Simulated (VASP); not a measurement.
An input for Quantum ESPRESSO's pw.x (written as the equivalent of a VASP run, and not itself run):

```
&CONTROL
  calculation = 'scf'
  pseudo_dir = './pseudo'
  outdir = './out'
  tprnfor = .true.
  tstress = .true.
/
&SYSTEM
  ibrav = 0
  nat = 4
  ntyp = 2
  ecutwfc = 98
  occupations = 'smearing'
  smearing = 'fermi-dirac'
  degauss = 0.003675
  input_dft = 'pbe'
  nspin = 2
  starting_magnetization(1) = 0.3
  starting_magnetization(2) = 0.05
/
&ELECTRONS
  conv_thr = 7.3e-08
  electron_maxstep = 100
/
ATOMIC_SPECIES
  Fe 55.845 Fe.upf
  Ni 58.693 Ni.upf
CELL_PARAMETERS angstrom
     3.5876300    0.0000000    0.0000000
     0.0000000    3.5876300    0.0000000
     0.0000000    0.0000000    3.5876300
ATOMIC_POSITIONS crystal
  Fe   0.0000000  0.0000000  0.0000000
  Ni   0.0000000  0.5000000  0.5000000
  Ni   0.5000000  0.0000000  0.5000000
  Ni   0.5000000  0.5000000  0.0000000
K_POINTS automatic
  7 7 7 0 0 0
```

### Question
Translate this input to VASP (INCAR, KPOINTS, POSCAR, choice of POTCAR).

### Answer
One answer among several that fit: 
**INCAR**
```
SYSTEM = Ni3Fe
PREC = Accurate; ENCUT = 300; LREAL = .False.
LASPH = .True.
EDIFF = 1E-6; NELM = 100; ALGO = Normal
LMAXMIX = 4
ISMEAR = -1; SIGMA = 0.05
GGA = PE
MAGMOM = 3.0 3*0.5
ISPIN = 2
ISIF = 2
LWAVE = .False.; LCHARG = .False.; LORBIT = 11
```

POSCAR:
```
Ni3Fe
1.0
  3.5876300000   0.0000000000   0.0000000000
  0.0000000000   3.5876300000   0.0000000000
  0.0000000000   0.0000000000   3.5876300000
Fe Ni
1 3
Cartesian
  0.0000000000   0.0000000000   0.0000000000
  0.0000000000   1.7938150000   1.7938150000
  1.7938150000   0.0000000000   1.7938150000
  1.7938150000   1.7938150000   0.0000000000
```

File KPOINTS:
```
Automatic mesh
0
Gamma
7 7 7
0 0 0
```

POTCAR, in this order: Fe Ni (PBE.64 set). Program: vasp_std.

The two are equivalent in intent, not identical: the potentials are each code's own (VASP's PAW set, PseudoDojo norm-conserving files in pw.x), so ENCUT and ecutwfc are chosen apart and not converted; conv_thr bounds pw.x's estimated SCF error, while EDIFF bounds the energy change between steps; starting_magnetization is a fraction of the valence charge and MAGMOM a moment in μB, so they match only roughly.

The structure is a typed Ni3Fe crystal (Pm-3m). The cell was not relaxed at this level.
